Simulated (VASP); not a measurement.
Input:

```xyz
5
Lattice="4.1327 0.0000 0.0000 0.0000 4.1327 0.0000 0.0000 0.0000 4.1327" Properties=species:S:1:pos:R:3 pbc="T T T"
Ba     0.0000     0.0000     0.0000
Zr     2.0663     2.0663     2.0663
O      2.0663     0.0000     2.0663
O      0.0000     2.0663     2.0663
O      2.0663     2.0663     0.0000
```

Calculation: PBE GGA with D3 dispersion (zero damping), VASP's PBE PAW potentials (set 64) (plane waves; VASP). Run with 520 eV cut-off, 5×5×5 Γ-centred mesh, Gaussian smearing of 0.050 eV, potentials Ba_sv Zr_sv O.

Question: Predict the energy per atom (σ→0), pressure.

Answer: 
```yaml
energy per atom (σ→0): -8.475 eV/atom
pressure: 10.84 GPa
```

Total energies compare only between runs with the same potentials, cut-off and functional.

The compound is BaZrO3 in the cubic perovskite structure. This cell is one point of a volume scan, at 0.94 of the reference volume.
